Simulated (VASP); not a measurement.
Consider the following.

```xyz
71
Lattice="4.6933 -8.1290 0.0000 4.6933 8.1290 0.0000 0.0000 0.0000 10.0192" Properties=species:S:1:pos:R:3 pbc="T T T"
Al     1.5748    -0.9038     2.5016
Al     1.5630     0.9085    10.0165
Al     1.5420    -0.8956     7.5087
Al     1.5855     0.9176     5.0369
Al     3.1262     1.8047     2.4984
Al     3.1297     3.6135     0.0034
Al     3.1344     1.8051     7.5177
Al     3.1285     3.6128     5.0102
Al     4.6960     4.5188     2.5026
Al     4.6883     6.3224    10.0187
Al     4.6892     4.5137     7.5245
Al     4.6858     6.3062     5.0280
Al     3.1318    -3.6016     2.5027
Al     3.1269    -1.8069     9.9994
Al     3.1229    -3.6355     7.5091
Al     4.7023    -0.8973     2.4903
Al     4.6976     0.9101     0.0077
Al     4.6996    -0.8999     7.5241
Al     4.7057     0.9120     5.0016
Al     6.2648     1.8182     2.5110
Al     6.2549     3.6099    10.0191
Al     6.2577     1.7997     7.5143
Al     6.2396     3.6154     5.0283
Al     4.6988    -6.3177     2.5027
Al     4.6964    -4.5186    10.0169
Al     4.6927    -6.3228     7.5238
Al     4.7156    -4.5034     5.0372
Al     6.2551    -3.6136     2.4989
Al     6.2655    -1.8061     0.0085
Al     6.2591    -3.6080     7.5179
Al     6.2714    -1.7999     5.0023
Al     7.8349    -0.9022     2.5110
Al     7.8218     0.9036     0.0064
Al     7.8164    -0.8992     7.5144
Al     7.8291     0.9077     5.0067
N      1.3936    -0.7999     4.3715
N      1.5670     0.9082     1.9062
N      1.5516    -0.8955     9.4425
N      1.5662     0.9130     6.9411
N      3.1425     1.7964     4.4196
N      3.1287     3.6130     1.9194
N      3.1339     1.8084     9.4318
N      3.1264     3.6117     6.9274
N      4.6865     4.5131     4.4236
N      4.6958     6.3199     1.9092
N      4.6903     4.5154     9.4359
N      4.6787     6.3165     6.9364
N      3.1319    -3.8095     4.3730
N      3.1439    -1.7964     1.9254
N      3.1289    -3.6263     9.4428
N      3.1181    -1.8123     7.1625
N      4.6970     0.9089     1.9233
N      4.7068    -0.8954     9.4481
N      4.6941     0.8902     6.9069
N      6.2586     1.8092     4.4265
N      6.2564     3.6182     1.9097
N      6.2585     1.8033     9.4308
N      6.2449     3.6038     6.9368
N      4.7031    -6.3159     4.4221
N      4.6983    -4.5141     1.9072
N      4.6904    -6.3234     9.4353
N      4.7023    -4.5190     6.9412
N      6.2555    -3.5960     4.4196
N      6.2639    -1.8057     1.9241
N      6.2618    -3.6094     9.4318
N      6.2471    -1.7994     6.9072
N      7.8250    -0.9030     4.4264
N      7.8245     0.9052     1.9237
N      7.8194    -0.9005     9.4308
N      7.8256     0.9053     6.9255
O      4.9171    -0.7744     4.3191
```
Cell charge -1.

Calculation: PBE GGA, VASP's PBE PAW potentials (set 64) (plane waves; VASP). Settings: PREC = Normal, LREAL = Auto, ISYM = 0, NELECT = 287.0, 400 eV cut-off, 1×1×1 Γ-centred mesh, Gaussian smearing of 0.050 eV, potentials Al N O. Starting moments (MAGMOM): 71*0.0423. The cell's moment is fixed (NUPDOWN = 3).

At this cut-off the stress carries a Pulay error, which pulls relaxed volumes low. The cell is charged, with a uniform compensating background.  The supercell is sampled at Γ alone, which is coarse: total energies, pressure and levels can be off, energies of defects by several tenths of an eV.

Problem. Estimate the cell moment, energy per atom (σ→0), pressure.

Solution. 
The cell moment comes out as 3.00 μB, the energy per atom (σ→0) is -7.214 eV/atom and the pressure comes out as 1.20 GPa.

Problem. Give the moment on each site (PAW-sphere projection).

Solution. 
| site | moment (μB) |
|---|---|
| Al1 | 0.00 |
| Al2 | 0.00 |
| Al3 | 0.00 |
| Al4 | 0.00 |
| Al5 | 0.00 |
| Al6 | 0.00 |
| Al7 | 0.00 |
| Al8 | 0.00 |
| Al9 | 0.00 |
| Al10 | 0.00 |
| Al11 | 0.00 |
| Al12 | 0.00 |
| Al13 | 0.00 |
| Al14 | 0.00 |
| Al15 | 0.00 |
| Al16 | 0.01 |
| Al17 | 0.00 |
| Al18 | 0.00 |
| Al19 | 0.01 |
| Al20 | 0.00 |
| Al21 | 0.00 |
| Al22 | 0.00 |
| Al23 | 0.00 |
| Al24 | 0.00 |
| Al25 | 0.00 |
| Al26 | 0.00 |
| Al27 | 0.00 |
| Al28 | 0.00 |
| Al29 | 0.00 |
| Al30 | 0.00 |
| Al31 | 0.01 |
| Al32 | 0.00 |
| Al33 | 0.00 |
| Al34 | 0.00 |
| Al35 | 0.00 |
| N36 | 0.37 |
| N37 | 0.02 |
| N38 | 0.04 |
| N39 | 0.01 |
| N40 | 0.01 |
| N41 | 0.01 |
| N42 | 0.01 |
| N43 | 0.01 |
| N44 | 0.01 |
| N45 | 0.02 |
| N46 | 0.01 |
| N47 | 0.01 |
| N48 | 0.37 |
| N49 | 0.02 |
| N50 | 0.04 |
| N51 | 0.34 |
| N52 | 0.01 |
| N53 | 0.03 |
| N54 | 0.01 |
| N55 | 0.03 |
| N56 | 0.02 |
| N57 | 0.01 |
| N58 | 0.01 |
| N59 | 0.08 |
| N60 | 0.02 |
| N61 | 0.01 |
| N62 | 0.01 |
| N63 | 0.01 |
| N64 | 0.01 |
| N65 | 0.01 |
| N66 | 0.01 |
| N67 | 0.03 |
| N68 | 0.01 |
| N69 | 0.01 |
| N70 | 0.01 |
| O71 | 0.01 |

The cell is a supercell with a defect, built from AlN (wurtzite): O_N-vac_Al, charge -1.
